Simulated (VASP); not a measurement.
Input:

```
Ir
1.0
    0.00000     1.92616     1.92616
    1.92616     0.00000     1.92616
    1.92616     1.92616     0.00000
Ir
1
Cartesian
  0.00000   0.00000   0.00000
```

Level of theory: r2SCAN meta-GGA, VASP's PBE PAW potentials (set 64) (plane waves; VASP 6.6.1). Settings: 480 eV cut-off, 16×16×16 Γ-centred mesh, first-order Methfessel-Paxton smearing of 0.10 eV, potentials Ir.

Stress in GPa, positive for a compressed cell; the cube axes lie along x, y and z, and the ions stay on their sites.

| strain | σxx | σyy | σzz |
|---|---|---|---|
| none | 0.27 | 0.27 | 0.27 |
| εzz = +1.5 % | -3.37 | -3.37 | -8.65 |
| εxx = -0.5 %, εyy = -0.5 %, εzz = -0.5 % | 6.17 | 6.17 | 6.17 |
| εxx = -1.5 %, εyy = -1.5 % | 14.70 | 14.70 | 8.68 |
| εxx = -0.5 % | 3.46 | 1.57 | 1.57 |
| εxx = -1.0 %, εyy = -1.0 %, εzz = -1.0 % | 12.59 | 12.59 | 12.59 |

Task: Fit C11 and C12 to these rows, and predict the stress for εxx = -2.0 %, εyy = -2.0 %, εzz = -2.0 %.

Result: Least squares on Δσ_i = −C11 ε_i − C12 (ε_j + ε_k) over all components shown gives C11 = 656 GPa and C12 = 279 GPa, and so σxx, σyy, σzz = 24.57, 24.57, 24.57 GPa. The run gave 27.07, 27.07, 27.07 GPa; the difference holds the non-linear terms and numerical noise.

Left out are shears, moved atoms, failed runs and, from the fit, strains over 2.5 %.

The compound is Ir in the fcc structure.
